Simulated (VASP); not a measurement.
Here is the system:

```
BaO
1.0
    0.00000     2.67938     2.67938
    2.67938     0.00000     2.67938
    2.67938     2.67938     0.00000
Ba O
1 1
Cartesian
  0.00000   0.00000   0.00000
  1.33969   1.33969   1.33969
```

The numbers are results of PBEsol GGA, VASP's PBE PAW potentials (set 64) (plane waves; VASP), not measurements. Run with 620 eV cut-off, 9×9×9 Γ-centred mesh, Gaussian smearing of 0.050 eV, potentials Ba_sv O.

Task: Predict the energy per atom (σ→0), pressure.

Result: 
```yaml
energy per atom (σ→0): -5.633 eV/atom
pressure: 299.7 kbar
```

The absolute energy has meaning only against runs of the same code, potentials and settings.

The structure was generated: BaO was put into the zinc blende type (F-43m), which need not be its known phase. It was relaxed first under an external pressure of 30 GPa.
